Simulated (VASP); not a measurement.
An input for Ansatz (written as the equivalent of a VASP run, and not itself run):

Ansatz 0.2 input:
```yaml
crystal:
  lattice:
    - [1.2290555, -2.1287860, 0.0000000]
    - [1.2290555, 2.1287860, 0.0000000]
    - [0.0000000, 0.0000000, 6.9370345]
  atoms:
    - { symbol: C, position: [0.0000000, 0.0000000, 0.2500000] }
    - { symbol: C, position: [0.0000000, 0.0000000, 0.7500000] }
    - { symbol: C, position: [0.3333330, 0.6666670, 0.2500000] }
    - { symbol: C, position: [0.6666670, 0.3333330, 0.7500000] }
kpoints:
  mp_grid: { grid: [13, 13, 4] }
hamiltonian:
  xc: r2scan
  pseudopotentials: { kind: paw }
scf:
  occupations: { method: methfessel_paxton, width: 0.1 }
  max_iter: 100
relax:
  max_steps: 60
  f_tol: 0.02
  cell: {}
output: { forces: true, stress: true, eigenvalues: true }
```

**Question.** Translate this input to VASP (INCAR, KPOINTS, POSCAR, choice of POTCAR).

**Answer.** This is not unique; one that fits is 
File KPOINTS:
```
Automatic mesh
0
Gamma
13 13 4
0 0 0
```

INCAR:
```
# general
SYSTEM  = C
PREC    = Accurate
ENCUT   = 520
LREAL   = .False.
LASPH   = .True.

# electronic loop
EDIFF   = 1E-6
NELM    = 100
ALGO    = Normal
LMIXTAU = .True.

# smearing
ISMEAR  = 1
SIGMA   = 0.1

# functional
METAGGA = R2SCAN

# ions
IBRION  = 2
NSW     = 60
ISIF    = 3
EDIFFG  = -0.02

# output
LWAVE   = .False.
LCHARG  = .False.
```

File POSCAR:
```
C
1.0
  1.2290554818  -2.1287860478   0.0000000000
  1.2290554818   2.1287860478   0.0000000000
  0.0000000000   0.0000000000   6.9370345492
C
4
direct
  0.0000000000   0.0000000000   0.2500000000
  0.0000000000   0.0000000000   0.7500000000
  0.3333330000   0.6666670000   0.2500000000
  0.6666670000   0.3333330000   0.7500000000
```

POTCAR, in this order: C (PBE.64 set). Program: vasp_std.

The two are equivalent in intent, not identical: each code has its own PAW files, so the cut-off isn't converted (ENCUT is set for VASP's; basis.ecutwfc is left out, and Ansatz then takes the one that its files recommend); Ansatz stops its SCF on the density residual and VASP on the energy change (EDIFF).

The compound is C in the graphite structure. This run relaxes it. Symmetry was kept, so distortions that lower it aren't found. The start is the result of an earlier pass.
